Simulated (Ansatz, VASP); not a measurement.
# AgAs in VASP and in Ansatz

```
Ag As
1.0
     4.99138    0.00000    0.00000
     0.00000    2.96079    0.00000
     0.00000    0.00000    5.17270
Ag As
2 2
Direct
  0.75688 0.99017 0.15947
  0.25649 0.00431 0.83361
  0.24987 0.50649 0.32676
  0.74534 0.50475 0.66560
```

Change from the starting cell: atoms moved at random, drawn with an rms of 0.05 Å.

Alike in both runs: task single point; functional PBE; k mesh 6 × 9 × 5; occupations fermi-dirac, width 0.05 eV; no spin polarisation.

|  | VASP | Ansatz |
| --- | --- | --- |
| version | VASP 6.6.1 | Ansatz 0.2.0 |
| potentials or method | VASP PAW PBE potentials, release 64 (Ag, As) | Ansatz PAW |
| plane-wave cutoff (eV) | 520 | 420 |
| valence electrons in the cell | 32 | 68 |

Ansatz gave:

| Property | Result |
| --- | --- |
| gap on the k mesh at the Fermi level (eV) | none |
| pressure (GPa) | -0.9 |
| largest component of the traceless stress (GPa) | 0.61 |
| rms of the force components (eV/Å) | 0.068 |

Task: Which values does VASP return?

Result: gap on the k mesh at the Fermi level (eV): none; pressure (GPa): -0.9; largest component of the traceless stress (GPa): 0.61; rms of the force components (eV/Å): 0.069.

Atom by atom the forces differ by 0.001 eV/Å (rms over components). A gap of «none» marks a metal or a gap that the smearing closes. The two sets of potentials don't hold the same shells in valence.
